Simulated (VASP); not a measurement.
Given:

```
CELL_PARAMETERS angstrom
      0.00000     2.10518     2.10518
      2.10518     0.00000     2.10518
      2.10518     2.10518     0.00000
ATOMIC_POSITIONS crystal
  Mg 0.00000 0.00000 0.00000
  O  0.50000 0.50000 0.50000
```

These are PBEsol GGA, VASP's PBE PAW potentials (set 64) (plane waves; VASP 6.6.1) values and carry that method's errors. Run with 520 eV cut-off, Gaussian smearing of 0.050 eV, potentials Mg O.

**Question.** Estimate the band gap (along the path) with the smallest direct gap where there is one.

**Answer.** 
The band gap (along the path) is 4.65 eV. The smallest direct gap (along the path) comes out as 4.65 eV.

The structure was generated: MgO was put into the rock salt type (Fm-3m), which need not be its known phase. It was relaxed first, which changed the volume by -17 %.
